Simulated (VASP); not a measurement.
A run of VASP 6.6.1 is set up as follows.

File INCAR:

```
SYSTEM = MgH12Cl2O6
  ALGO = Normal
  EDIFF = 1E-6
  ENCUT = 520
  GGA = PE
  ISIF = 2
  ISMEAR = -1
  IVDW = 12
  LASPH = .True.
  LCHARG = .True.
  LELF = .True.
  LREAL = Auto
  LVHAR = .True.
  LWAVE = .False.
  NBANDS = 48
  NELM = 100
  PREC = Accurate
  SIGMA = 0.02
```

The input KPOINTS:

```
k-points
0
Gamma
  1 1 1
  0 0 0
```

The input POSCAR:

```
MgH12Cl2O6
1.0
    6.4680880000      0.0000000000      0.0000000000
    0.0000000000      6.4680880000      0.0000000000
    0.0000000000      0.0000000000      6.4680880000
O H Mg Cl
6 12 1 2
Direct
    0.7878526081      1.0354373657      0.5044922085
    0.4842543886      0.4250405993      0.5822122395
    0.1787390648      0.1230038923      0.0876456845
    0.0870427242      0.3778550941      0.4341159242
    0.2636946189      0.6233836027      0.9547489150
    0.7359825655     -0.1438292120      0.8713548733
    0.8032822064      1.1817402608      0.4671395936
    0.9251265598      0.9799186406      0.4883050447
    0.3299584050      0.4222731664      0.5531928446
    0.5371293650      0.4078021202      0.4413205263
    0.1823722868      0.1454371060     -0.0627078667
    0.3258149858      0.1150262643      0.1262969830
    0.1122742919      0.3226301188      0.2965946042
    0.0538180680      0.5216997666      0.4334975034
    0.1852015619      0.7137812596      0.8522611319
    0.2357110788      0.6591901656      1.0954860231
    0.7668417622     -0.0324052487      0.9697456188
    0.7506236774     -0.0618111566      0.7383016434
    0.5478280444      0.5920605904      0.8571621165
    0.2071864205      0.8202887778      0.5654684970
    0.6865707455      0.4165836952      0.1236996157
```

Potentials or basis: VASP PAW PBE potentials, release 64 (O, H, Mg, Cl).

The run is started by

```console
$ cat potpaw_PBE.64/O/POTCAR potpaw_PBE.64/H/POTCAR potpaw_PBE.64/Mg/POTCAR potpaw_PBE.64/Cl/POTCAR > POTCAR
$ mpirun -np 1 vasp_gam > vasp.out
```

Q: What does it give for the band gap on the k mesh?

A: 3.83 eV, direct.

Q: What does it give for the pressure?

A: -0.2 GPa.

Q: What does it give for the dispersion energy per atom?

A: -0.050 eV.

Q: Predict the largest force.

A: 1.451 eV/Å.

Forces in eV/Å, atoms in the order of the input:
```
O   -1.021  0.561  0.097
O   -0.673  0.115  0.580
O    0.534  0.020 -0.218
O    0.287 -1.082  0.923
O   -0.100 -0.121 -0.743
O   -0.217  0.564 -0.441
H    0.101 -0.314  0.187
H    1.138 -0.420 -0.104
H    0.398 -0.130  0.127
H    0.471  0.251 -0.006
H   -0.052 -0.002  0.369
H   -0.403 -0.026 -0.099
H   -0.164 -0.026 -0.642
H   -0.157  1.116 -0.353
H    0.208 -0.194  0.222
H   -0.347  0.331  0.682
H   -0.189 -0.629  0.372
H   -0.129 -0.234 -0.382
Mg   0.223  0.406 -0.932
Cl  -0.107  0.371 -0.009
Cl   0.198 -0.558  0.368
```
